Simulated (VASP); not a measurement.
VASP ran on this input.

**KPOINTS**
```
Automatic mesh
0
Gamma
15 15 8
0 0 0
```

INCAR:
```
GGA=PS
LASPH=T   # aspherical one-centre terms
LMAXMIX=4   # l cut-off of mixed one-centre charges
NELM=100   # most electronic steps
EDIFF=1E-7
ALGO=Normal
SYSTEM=Zr
LCHARG=T
PREC=Accurate
ISMEAR=-5
NEDOS=601   # DOS grid
ISIF=2
LORBIT=11   # lm-projected
LREAL=F   # projection in real space or not
ENCUT=400   # plane-wave cut-off (eV)
LWAVE=F
```

POSCAR:
```
Zr
1
    1.5897709225    -2.7535639584     0.0000000000
    1.5897709225     2.7535639584     0.0000000000
    0.0000000000     0.0000000000     5.1253340679
Zr
2
Direct
  0.3333330000   0.6666670000   0.2500000000
  0.6666670000   0.3333330000   0.7500000000
```

POTCAR, in this order: Zr_sv (PBE.64 set). Program: vasp_std.

Write an equivalent input for Quantum ESPRESSO's pw.x.

One equivalent input (not run):
```
&CONTROL
  calculation = 'scf'
  pseudo_dir = './pseudo'
  outdir = './out'
  tprnfor = .true.
  tstress = .true.
/
&SYSTEM
  ibrav = 0
  nat = 2
  ntyp = 1
  ecutwfc = 66
  occupations = 'tetrahedra'
  input_dft = 'pbesol'
/
&ELECTRONS
  conv_thr = 7.3e-09
  electron_maxstep = 100
/
ATOMIC_SPECIES
  Zr 91.224 Zr.upf
CELL_PARAMETERS angstrom
     1.5897709   -2.7535640    0.0000000
     1.5897709    2.7535640    0.0000000
     0.0000000    0.0000000    5.1253341
ATOMIC_POSITIONS crystal
  Zr   0.3333330  0.6666670  0.2500000
  Zr   0.6666670  0.3333330  0.7500000
K_POINTS automatic
  15 15 8 0 0 0
```
Limits of the translation: the potentials are each code's own (VASP's PAW set, PseudoDojo norm-conserving files in pw.x), so ENCUT and ecutwfc are chosen apart and not converted; conv_thr bounds pw.x's estimated SCF error, while EDIFF bounds the energy change between steps.

The compound is Zr in the hcp structure. It was relaxed first.
